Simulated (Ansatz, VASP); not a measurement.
# Tl2Cu2GeTe: VASP beside Ansatz

```
CELL_PARAMETERS angstrom
2.73729 1.58037 5.56533
-2.73729 1.58037 5.56533
0.00000 -3.16075 5.56533
ATOMIC_POSITIONS crystal
Tl 0.19214 0.19214 0.19214
Tl 0.80786 0.80786 0.80786
Cu 0.65276 0.65276 0.65276
Cu 0.34724 0.34724 0.34724
Ge 0.00000 0.00000 0.00000
Te 0.50000 0.50000 0.50000
```

Alike in both runs: functional PBE; k mesh 4 × 4 × 4; occupations gaussian, width 0.2 eV; no spin polarisation.

Ansatz relaxed the structure, and its values are those at the end. VASP's run is a single point on that final structure, the one shown.

|  | VASP | Ansatz |
| --- | --- | --- |
| version | VASP 6.6.1 | Ansatz 0.2.0 |
| potentials or method | VASP PAW PBE potentials, release 64 (Tl_d, Cu, Ge_d, Te) | scalar-relativistic, plane waves, PAW |
| plane-wave cutoff (eV) | 520 | 420 |
| valence electrons in the cell | 68 | 94 |

```csv
,VASP,Ansatz,Ansatz less VASP
gap on the k mesh at the Fermi level (eV),none,none,-
pressure (GPa),0.0,-0.1,-0.02
rms of the force components (eV/Å),0.012,0.014,+0.0023
```

A gap of «none» marks a metal or a gap that the smearing closes. The two sets of potentials don't hold the same shells in valence.

The runs have no spin-orbit coupling, so splittings on Te, Tl are missing.
